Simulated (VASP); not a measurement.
# Pt: elastic constants with r2SCAN

Pt:

```
Pt
1.0
     0.00000    1.97158    1.97158
     1.97158    0.00000    1.97158
     1.97158    1.97158    0.00000
Pt
1
Direct
  0.00000 0.00000 0.00000
```

```yaml
Program: VASP 6.6.1
Task: elastic constants
Functional: r2SCAN
Potentials_or_basis: VASP PAW PBE potentials, release 64 (Pt)
Cutoff: 700 eV
k_mesh: 22 × 22 × 22
Occupations: gaussian, width 0.1 eV
Spin: no spin polarisation
Ions_in_elastic_constants: relaxed
Further_INCAR_settings: ALGO = Normal; EDIFF = 1e-08; IBRION = 6; POTIM = 0.015; NSW = 1; ISIF = 3
```

- Elastic constants C11, C12, C44: 330, 245, 64 GPa
- Voigt bulk modulus: 273 GPa

Elastic tensor in Voigt notation (GPa, in the Cartesian axes of the cell as first typed):
```
330 245 245   0   0   0
245 330 245   0   0   0
245 245 330   0   0   0
  0   0   0  64   0   0
  0   0   0   0  64   0
  0   0   0   0   0  64
```

Clamped-ion elastic tensor (GPa):
```
330 245 245   0   0   0
245 330 245   0   0   0
245 245 330   0   0   0
  0   0   0  64   0   0
  0   0   0   0  64   0
  0   0   0   0   0  64
```

It took 2.9 h on 1 thread of Intel(R) Xeon(R) Platinum 8259CL CPU @ 2.50GHz (Skylake/Cascade Lake) (shared host), peak memory 1.2 GiB.

Caveat: the PAW data sets were made with another functional, which shifts forces and pressure a little. The run has no spin-orbit coupling, so splittings on Pt are missing.
